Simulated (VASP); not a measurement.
```yaml
crystal:
  lattice:
    - [-3.00197, 3.00197, 3.00197]
    - [3.00197, -3.00197, 3.00197]
    - [3.00197, 3.00197, -3.00197]
  atoms:
    - { symbol: Cs, position: [0.00000, 0.00000, 0.00000] }
```

Method: PBEsol GGA, VASP's PBE PAW potentials (set 64) (plane waves; VASP). Settings: 400 eV cut-off, Gaussian smearing of 0.050 eV, potentials Cs_sv.

Problem. Give the energies of bands 5 to 7 at the high-symmetry points, in eV from the Fermi level.

Solution. 
```tsv
band	Γ	H	N	P
5	-1.76	0.59	0.00	1.00
6	2.52	0.59	0.93	1.00
7	2.52	3.15	1.63	1.00
```

It has no gap at this level: it comes out as a metal or semimetal.

The compound is Cs in the bcc structure. It was relaxed first.
